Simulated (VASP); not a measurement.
## Quasiparticle energies of InP in VASP

How does the gap of InP change from the starting functional to GW? The cell is of the zinc-blende type, one of the forms listed for this formula, which need not be the common one. The start is a cell from a database of measured crystal structures.

Main program and level: VASP 6.6.1; PBE; plane waves and PAW (In_d_GW, P_GW), in the first sound run; inputs show where later runs differ.

The database entry behind the starting cell differs from later determinations by our own check (0.1 to 0.3 % short, probably kX units), so it need not match the best structure at ambient conditions.

## Step 1: The starting structure

Symmetry: F-43m, No. 216, cubic system. Conventional cell: a = 5.861 Å, b = 5.861 Å, c = 5.861 Å, α = 90.00°, β = 90.00°, γ = 90.00°. In has 4 P at 2.54 Å nearest. Nearest to P lie 4 In at 2.54 Å. Farther neighbours are not listed.

Coordinates:

```cif
data_structure
_symmetry_space_group_name_H-M 'P 1'
_symmetry_Int_Tables_number 1
_cell_length_a 4.1444
_cell_length_b 4.1444
_cell_length_c 4.1444
_cell_angle_alpha 60.000
_cell_angle_beta 60.000
_cell_angle_gamma 60.000
_cell_volume 50.33
loop_
_atom_site_label
_atom_site_type_symbol
_atom_site_fract_x
_atom_site_fract_y
_atom_site_fract_z
_atom_site_occupancy
In1 In 0.00000 0.00000 0.00000 1
P2 P 0.25000 0.25000 0.25000 1
```

## Step 2: Ground state

The orbitals come from a self-consistent PBE run with a tight EDIFF and a narrow smearing. KPOINTS_OPT adds the bands along a path, which shows whether the mesh holds the band edges.

INCAR reads:

```
SYSTEM = InP
PREC = Accurate
ENCUT = 330
EDIFF = 1E-08
NELM = 100
ISMEAR = 0
SIGMA = 0.01
LREAL = .FALSE.
ALGO = Normal
GGA = PE
NBANDS = 15
LORBIT = 11
LWAVE = .TRUE.
LCHARG = .FALSE.
KPAR = 8
```

POSCAR reads:

```
InP
1.0
    0.0000000000      2.9305000000      2.9305000000
    2.9305000000      0.0000000000      2.9305000000
    2.9305000000      2.9305000000      0.0000000000
In P
1 1
Direct
    0.0000000000      0.0000000000      0.0000000000
    0.2500000000      0.2500000000      0.2500000000
```

KPOINTS reads:

```
Automatic mesh
0
Gamma
6 6 6
0 0 0
```

KPOINTS_OPT reads:

```
Line mode
12
Line-mode
Reciprocal
  0.00000000   0.00000000   0.00000000 GAMMA
  0.50000000   0.00000000   0.50000000 X

  0.50000000   0.00000000   0.50000000 X
  0.50000000   0.25000000   0.75000000 W

  0.50000000   0.25000000   0.75000000 W
  0.37500000   0.37500000   0.75000000 K

  0.37500000   0.37500000   0.75000000 K
  0.00000000   0.00000000   0.00000000 GAMMA

  0.00000000   0.00000000   0.00000000 GAMMA
  0.50000000   0.50000000   0.50000000 L

  0.50000000   0.50000000   0.50000000 L
  0.62500000   0.25000000   0.62500000 U

  0.62500000   0.25000000   0.62500000 U
  0.50000000   0.25000000   0.75000000 W

  0.50000000   0.25000000   0.75000000 W
  0.50000000   0.50000000   0.50000000 L

  0.50000000   0.50000000   0.50000000 L
  0.37500000   0.37500000   0.75000000 K

  0.62500000   0.25000000   0.62500000 U
  0.50000000   0.00000000   0.50000000 X
```

Potentials, in the order of the species: In_d_GW and P_GW (PBE family, release 64).

The run is started by

```bash
$ mpirun -np 8 vasp_std
```

Log:

```text
[banner, memory and clock lines left out]
running    8 mpi-ranks, on    1 nodes
 distrk:  each k-point on    1 cores,    8 groups
 distr:  one band on    1 cores,    1 groups

 POSCAR found type information on POSCAR InP
 POSCAR found :  2 types and       2 ions
|                                                                             |
|           W    W    AA    RRRRR   N    N  II  N    N   GGGG   !!!           |
|           W    W   A  A   R    R  NN   N  II  NN   N  G    G  !!!           |
|           W    W  A    A  R    R  N N  N  II  N N  N  G       !!!           |
|           W WW W  AAAAAA  RRRRR   N  N N  II  N  N N  G  GGG   !            |
|           WW  WW  A    A  R   R   N   NN  II  N   NN  G    G                |
|           W    W  A    A  R    R  N    N  II  N    N   GGGG   !!!           |
|                                                                             |
|     For optimal performance we recommend to set                             |
|       NCORE = 2 up to number-of-cores-per-socket                            |
|     NCORE specifies how many cores store one orbital (NPAR=cpu/NCORE).      |
|     This setting can greatly improve the performance of VASP for DFT.       |
|     The default, NCORE=1 might be grossly inefficient on modern             |
|     multi-core architectures or massively parallel machines. Do your        |
|     Unfortunately you need to use the default for GW and RPA                |
|     calculations (for HF NCORE is supported but not extensively tested      |
|     yet).                                                                   |
|                                                                             |

 LDA part: xc-table for (Slater+PW92), standard interpolation
 POSCAR, INCAR and KPOINTS ok, starting setup
 FFT: planning ... GRIDC
 FFT: planning ... GRID_SOFT
 FFT: planning ... GRID
 WAVECAR not read
 entering main loop
       N       E                     dE             d eps       ncg     rms          rms(c)
DAV:   1     0.102210159731E+03    0.10221E+03   -0.66014E+03   624   0.239E+03
DAV:   2     0.311592846489E+00   -0.10190E+03   -0.93918E+02   841   0.487E+02
DAV:   3    -0.844378215635E+01   -0.87554E+01   -0.87233E+01   790   0.113E+02
DAV:   4    -0.875729444418E+01   -0.31351E+00   -0.31334E+00   809   0.235E+01
DAV:   5    -0.877595202633E+01   -0.18658E-01   -0.18656E-01   727   0.567E+00    0.599E+00
DAV:   6    -0.837030461720E+01    0.40565E+00   -0.65294E-01   882   0.355E+01    0.332E+00
DAV:   7    -0.834014586169E+01    0.30159E-01   -0.18405E-01   856   0.586E+00    0.140E+00
DAV:   8    -0.834128832005E+01   -0.11425E-02   -0.14414E-02   715   0.488E+00    0.142E-01
DAV:   9    -0.834152810619E+01   -0.23979E-03   -0.18059E-03   848   0.218E+00    0.535E-02
DAV:  10    -0.834165248193E+01   -0.12438E-03   -0.17283E-04   797   0.181E-01    0.174E-02
DAV:  11    -0.834170466490E+01   -0.52183E-04   -0.76501E-05   682   0.127E-01    0.150E-02
DAV:  12    -0.834170461840E+01    0.46498E-07   -0.40113E-06   859   0.349E-02    0.451E-03
DAV:  13    -0.834170501507E+01   -0.39667E-06   -0.74044E-07   701   0.110E-02    0.383E-04
DAV:  14    -0.834170504821E+01   -0.33144E-07   -0.76855E-08   842   0.302E-03    0.577E-04
DAV:  15    -0.834170504950E+01   -0.12899E-08   -0.26484E-09   527   0.181E-03
   1 F= -.83417050E+01 E0= -.83417050E+01  d E =-.172046E-59
 Start KPOINTS_OPT (optional k-point list driver)
k-point batch [1-16\120]
       N       E                     dE             ncg
DAV:   1     0.180398467807E+03   -0.49195E+04      630
DAV:   2    -0.151131486078E+04   -0.16917E+04      826
DAV:   3    -0.167085577401E+04   -0.15954E+03      806
DAV:   4    -0.167625303386E+04   -0.53973E+01      781
DAV:   5    -0.167662311861E+04   -0.37008E+00      824
DAV:   6    -0.167663799111E+04   -0.14873E-01      813
DAV:   7    -0.167663863266E+04   -0.64155E-03      779
DAV:   8    -0.167663867018E+04   -0.37513E-04      774
DAV:   9    -0.167663867342E+04   -0.32397E-05      794
DAV:  10    -0.167663867352E+04   -0.10695E-06      743
DAV:  11    -0.167663867353E+04   -0.44824E-08      527
[...]
k-point batch [113-120\120]
       N       E                     dE             ncg
DAV:   1     0.418037713474E+04   -0.37521E+04      297
DAV:   2     0.323871956085E+04   -0.94166E+03      441
DAV:   3     0.316454114555E+04   -0.74178E+02      402
DAV:   4     0.316169072040E+04   -0.28504E+01      409
DAV:   5     0.316153561055E+04   -0.15511E+00      412
DAV:   6     0.316152852192E+04   -0.70886E-02      417
DAV:   7     0.316152821442E+04   -0.30749E-03      411
DAV:   8     0.316152819906E+04   -0.15362E-04      410
DAV:   9     0.316152819779E+04   -0.12679E-05      441
DAV:  10     0.316152819774E+04   -0.57336E-07      378
DAV:  11     0.316152819773E+04   -0.47089E-08      305
 writing wavefunctions
```

Elapsed: 8.6 s, on 8 MPI ranks of Intel Xeon Platinum 8488C (Sapphire Rapids), shared host; peak memory 1.3 GiB.

The logs omit lines about the potential files and the build; timing stands in the text.

From OUTCAR (step 2):

```text
ion  position               nearest neighbor table
   1  0.000  0.000  0.000-   2 2.54   2 2.54   2 2.54   2 2.54
   2  0.250  0.250  0.250-   1 2.54   1 2.54   1 2.54   1 2.54

  LATTYP: Found a face centered cubic cell.
 ALAT       =     5.8610000000

 Subroutine GETGRP returns: Found 24 space group operations
 (whereof 24 operations were pure point group operations)

The static configuration has the point symmetry T_d .

 Found     16 irreducible k-points:

   k-points           NKPTS =     16   k-points in BZ     NKDIM =     16   number of bands    NBANDS=     15

   dimension x,y,z NGX =    28 NGY =   28 NGZ =   28
   dimension x,y,z NGXF=    56 NGYF=   56 NGZF=   56

   ENCUT  =  330.0 eV  24.25 Ry    4.92 a.u.   6.14  6.14  6.14*2*pi/ulx,y,z

   NELECT =      18.0000    total number of electrons

 k-points in reciprocal lattice and weights: Automatic mesh
   0.00000000  0.00000000  0.00000000       0.005
   0.16666667  0.00000000  0.00000000       0.037
   0.33333333  0.00000000  0.00000000       0.037
   0.50000000  0.00000000  0.00000000       0.019
   0.16666667  0.16666667  0.00000000       0.028
   0.33333333  0.16666667  0.00000000       0.111
   0.50000000  0.16666667  0.00000000       0.111
  -0.33333333  0.16666667  0.00000000       0.111
  -0.16666667  0.16666667  0.00000000       0.056
[...]
-0.33333333  0.33333333  0.16666667       0.111
  -0.33333333  0.50000000  0.16666667       0.056

 average (electrostatic) potential at core
       1 -74.2696       2 -75.1256

 E-fermi :   4.0350

 k-point     1 :       0.0000    0.0000    0.0000
  band No.  band energies     occupation
    ...
      5     -10.1144      2.00000
      6      -7.6009      2.00000
      7       3.9218      2.00000
      8       3.9218      2.00000
      9       3.9218      2.00000
     10       4.6237      0.00000
     11       8.0044      0.00000
     12       8.0044      0.00000
     13       8.0044      0.00000
     14      12.4963      0.00000
    ...

 k-point     2 :       0.1667    0.0000    0.0000
  band No.  band energies     occupation
    ...
      5     -10.1132      2.00000
      6      -7.2875      2.00000
      7       1.7367      2.00000
      8       3.6170      2.00000
      9       3.6170      2.00000
     10       5.7164      0.00000
     11       8.4106      0.00000
     12       8.4435      0.00000
     13       8.4435      0.00000
     14      12.5222      0.00000
    ...

 k-point     3 :       0.3333    0.0000    0.0000
  band No.  band energies     occupation
    ...
      5     -10.1069      2.00000
      6      -6.4785      2.00000
      7      -0.6472      2.00000
      8       3.1443      2.00000
      9       3.1443      2.00000
     10       5.5697      0.00000
     11       8.7839      0.00000
     12       8.7840      0.00000
     13      10.1900      0.00000
     14      12.8160      0.00000
    ...

  Total        0.8142779      0.8142779      0.8142779     -0.0000000      0.0000000     -0.0000000
  in kB       25.9195862     25.9195862     25.9195862     -0.0000000      0.0000000     -0.0000000
  external PRESSURE =      25.9195862 kB  Pullay stress =       0.0000000 kB

  energy-cutoff  :      330.00
  volume of cell :       50.33
      direct lattice vectors                 reciprocal lattice vectors
     0.000000000  2.930500000  2.930500000    -0.170619348  0.170619348  0.170619348
     2.930500000  0.000000000  2.930500000     0.170619348 -0.170619348  0.170619348
     2.930500000  2.930500000  0.000000000     0.170619348  0.170619348 -0.170619348

 POSITION                                       TOTAL-FORCE (eV/Angst)
 -----------------------------------------------------------------------------------
      0.00000      0.00000      0.00000         0.000000      0.000000      0.000000
      1.46525      1.46525      1.46525        -0.000000     -0.000000     -0.000000
 -----------------------------------------------------------------------------------
    total drift:                               -0.000000     -0.000000     -0.000000

  FREE ENERGIE OF THE ION-ELECTRON SYSTEM (eV)
  ---------------------------------------------------
  free  energy   TOTEN  =        -8.3417050495 eV

  energy  without entropy=       -8.3417050495  energy(sigma->0) =       -8.34170505

 total charge
# of ion       s       p       d       f       tot
--------------------------------------------------
    1        0.783   0.706  10.029   0.020  11.539
    2        1.133   1.700   0.032   0.000   2.865
--------------------------------------------------
tot          1.916   2.406  10.062   0.020  14.405

[... 3 further parts left out ...]
```

This step gave:

```
free energy (TOTEN)               : -8.342 eV
Fermi energy                      : 4.035 eV
pressure                          : 2.592 GPa
least gap on mesh and path        : 0.7019 eV
least direct gap on mesh and path : 0.7019 eV
```

The highest empty bands on the path are converged less tightly, to about 0.1 eV. The electronic bands at the labelled points (eV, zero at the valence-band top; v1 is the highest filled band, c1 the lowest empty one):

```tsv
point	v3	v2	v1	c1	c2	c3	c4
Γ	0.00	0.00	0.00	0.70	4.08	4.08	4.08
0.45 of the way	-3.02	-1.25	-1.25	2.63	3.10	6.06	6.06
X	-5.76	-2.32	-2.32	1.76	2.26	9.21	9.58
0.45 of the way	-5.70	-2.61	-2.60	2.54	2.97	7.88	7.91
W	-5.61	-2.95	-2.91	4.29	4.37	5.56	6.20
0.45 of the way	-5.61	-3.19	-2.43	3.25	4.42	6.27	6.83
K	-5.61	-3.31	-1.94	2.36	4.38	7.50	7.53
0.45 of the way	-4.10	-2.25	-0.69	2.92	4.89	5.15	5.15
Γ	0.00	0.00	0.00	0.70	4.08	4.08	4.08
0.45 of the way	-3.11	-0.49	-0.49	1.81	4.73	4.73	5.06
L	-5.74	-0.97	-0.97	1.49	4.80	4.80	7.10
0.45 of the way	-5.60	-2.33	-1.32	2.62	4.44	5.62	7.04
U	-5.61	-3.31	-1.94	2.36	4.38	7.50	7.53
0.45 of the way	-5.61	-3.23	-2.31	3.01	4.41	6.50	7.01
W	-5.61	-2.95	-2.91	4.29	4.37	5.56	6.20
0.55 of the way	-5.57	-2.54	-1.52	3.01	4.20	5.80	7.15
L	-5.74	-0.97	-0.97	1.49	4.80	4.80	7.10
0.45 of the way	-5.60	-2.33	-1.32	2.62	4.44	5.62	7.04
K	-5.61	-3.31	-1.94	2.36	4.38	7.50	7.53
jump to U	-5.61	-3.31	-1.94	2.36	4.38	7.50	7.53
0.55 of the way	-5.73	-2.69	-2.24	2.01	2.76	8.48	8.80
X	-5.76	-2.32	-2.32	1.76	2.26	9.21	9.58
```

Of the projections kept (In, P), the largest for each band there, as a share of the weight inside these atoms' spheres; weight between the spheres isn't counted:

```tsv
point	v3	v2	v1	c1	c2	c3	c4
Γ	P 0.76	P 0.76	P 0.77	P 0.51	In 0.78	In 0.78	In 0.78
X	In 0.72	P 0.64	P 0.64	In 0.63	In 0.64	P 0.75	In 0.54
W	In 0.73	P 0.64	P 0.59	P 0.68	P 0.54	In 0.67	In 0.63
K	In 0.71	P 0.60	P 0.65	In 0.63	P 0.57	In 0.51	P 0.58
Γ	P 0.76	P 0.76	P 0.77	P 0.51	In 0.78	In 0.78	In 0.78
L	In 0.61	P 0.69	P 0.69	In 0.61	In 0.67	In 0.67	P 0.69
```

The electronic bands as a text plot (rows in eV, shown from -5.8 to 4.1 only):

```
    3.9 |++                    ++++              + +          +
    3.5 |  +        +                               +
    3.1 |   +++     +  +   +++                       +
    2.6 |   +  ++  +    + +   +             +++ +     +    ++  +
    2.2 |  + ++  +++     +     +           +   +          +  ++ +
    1.8 | +    ++++             +   ++++               + +     ++
    1.4 |                          +    +++             +
    1.0 |+                       +
    0.6 |                         +
    0.2 |                        **
   -0.2 |**                    *** ***
   -0.6 |  *                 *** *    **
   -1.0 | * *              **      *    ****           ****
   -1.5 |    *            *     *          ***       *** * *
   -1.9 |  *  **        **    **    *         **    *     * ***
   -2.3 |   *   ***    *     *       *      *   *     *        **
   -2.7 |          ** *     *                    * * *     *   *
   -3.1 |            ****  *                 ** *****       * *
   -3.5 |    *           **   *                *             *
   -3.9 |                    *        *
   -4.3 |     *                        *
   -4.7 |      *            *
   -5.1 |       *         **
   -5.6 |        *********              *************************
         Γ       X    W  K        Γ      L     U  W     L   K|U X
```

The cell has a gap of 0.702 eV on mesh and path and a pressure of +2.6 GPa, which holds the misfit of the given cell and coordinates with this functional, and any error of cutoff, mesh and data sets. Spin-orbit coupling is left out, which can shift or reorder these edges.

## Step 3: Empty bands

ALGO = Exact makes the empty bands from the converged ground state in one step. LOPTICS writes the k-derivatives of the orbitals (WAVEDER), which give the long-wavelength limit of the screening.

INCAR reads:

```
SYSTEM = InP
PREC = Accurate
ENCUT = 330
ISMEAR = 0
SIGMA = 0.01
LREAL = .FALSE.
GGA = PE
NBANDS = 120
ALGO = Exact
NELM = 1
LWAVE = .TRUE.
LCHARG = .FALSE.
LOPTICS = .TRUE.
NEDOS = 1000
CSHIFT = 0.1
```

POSCAR is that of step 2.

KPOINTS is that of step 2.

The run is started by

```bash
$ mpirun -np 8 vasp_std
```

Log:

```text
[banner, memory and clock lines left out]
running    8 mpi-ranks, on    1 nodes
 distrk:  each k-point on    8 cores,    1 groups
 distr:  one band on    1 cores,    8 groups

 POSCAR found type information on POSCAR InP
 POSCAR found :  2 types and       2 ions
 [... a notice as in an earlier step ...]

 LDA part: xc-table for (Slater+PW92), standard interpolation
 found WAVECAR, reading the header
  number of bands has changed, file:    15 present:   120
  trying to continue reading WAVECAR, but it might fail
 POSCAR, INCAR and KPOINTS ok, starting setup
 FFT: planning ... GRIDC
 FFT: planning ... GRID_SOFT
 FFT: planning ... GRID
 reading WAVECAR
 random initialization beyond band           15
 the WAVECAR file was read successfully
 initial charge from wavefunction
 entering main loop
       N       E                     dE             d eps       ncg     rms          rms(c)
DIA:   1    -0.834170505038E+01   -0.83417E+01    0.00000E+00     0   0.000E+00
   1 F= -.83417051E+01 E0= -.83417051E+01  d E =-.972534E-54
 writing wavefunctions
 optical routines
 imaginary and real dielectric function
 recalculating local potential from charge density
 direction            1
 direction            2
 direction            3
```

It took 4.4 s on 8 MPI ranks; peak memory 1.1 GiB.

OUTCAR, selected parts (step 3):

```text
The static configuration has the point symmetry T_d .

 Found     16 irreducible k-points:

   k-points           NKPTS =     16   k-points in BZ     NKDIM =     16   number of bands    NBANDS=    120

   NELECT =      18.0000    total number of electrons

 E-fermi :   4.0289

 k-point     3 :       0.3333    0.0000    0.0000
  band No.  band energies     occupation
    ...
      5     -10.1069      2.00000
      6      -6.4785      2.00000
      7      -0.6472      2.00000
      8       3.1443      2.00000
      9       3.1443      2.00000
     10       5.5697      0.00000
     11       8.7839      0.00000
     12       8.7839      0.00000
     13      10.1900      0.00000
     14      12.8146      0.00000
    ...

 k-point     6 :       0.3333    0.1667    0.0000
  band No.  band energies     occupation
    ...
      5     -10.0973      2.00000
      6      -6.5329      2.00000
      7      -0.0327      2.00000
      8       2.4212      2.00000
      9       2.6103      2.00000
     10       6.6444      0.00000
     11       7.6664      0.00000
     12       9.4564      0.00000
     13       9.8679      0.00000
     14      12.0044      0.00000
    ...

  Total        0.8145212      0.8145212      0.8145212      0.0000000      0.0000000     -0.0000000
  in kB       25.9273300     25.9273300     25.9273300      0.0000000      0.0000000     -0.0000000
  external PRESSURE =      25.9273300 kB  Pullay stress =       0.0000000 kB

 POSITION                                       TOTAL-FORCE (eV/Angst)
 -----------------------------------------------------------------------------------
      0.00000      0.00000      0.00000         0.000000      0.000000      0.000000
      1.46525      1.46525      1.46525         0.000000     -0.000000     -0.000000
 -----------------------------------------------------------------------------------
    total drift:                               -0.000000     -0.000000     -0.000000

  FREE ENERGIE OF THE ION-ELECTRON SYSTEM (eV)
  ---------------------------------------------------
  free  energy   TOTEN  =        -8.3417050504 eV

  energy  without entropy=       -8.3417050504  energy(sigma->0) =       -8.34170505

 plasma frequency squared (from intraband transitions) (eV^2)
  --------------------------------------------------------------------------------------
       0.000       0.000       0.000
       0.000       0.000      -0.000
       0.000      -0.000       0.000

[... 12 parts as in an earlier step ...]
```

The gap is read on the k-mesh alone, so it is an upper bound where the band edges lie off the mesh, and a coarse mesh can show a gap where there is none.

This step gave:

```
gap on the k-mesh              : 0.7019 eV
least direct gap on the k-mesh : 0.7019 eV
```

WAVECAR now holds 120 bands for 18 electrons. Its independent-particle dielectric tensor has xx, yy, zz = 20.8, 20.8, 20.8 on this mesh. It isn't tested for convergence in mesh or bands and lacks local fields, and at a small direct gap a coarse mesh makes it too large, which overscreens the GW step.

(Part 1 of 4 ends here.)

[Lines on the potential files, build, host, timing and source positions are cut from VASP's logs without a mark.]

[Logs are printed without paths, hosts, clocks, repeated set-up lines and the standing remarks that a program may print on its own settings, such as how far it seeks lower states.]

[Hosts, paths, dates, database ids (printed as entryN), source tags and the programs' standing remarks are cut or masked in the printed files.]

[Pressures printed for these runs are not shown converged in the cutoff: they can be off by several GPa and have the wrong sign.]

[In band tables of VASP the shares of atoms and orbitals are scaled to a sum of 1 inside the atoms' spheres.]
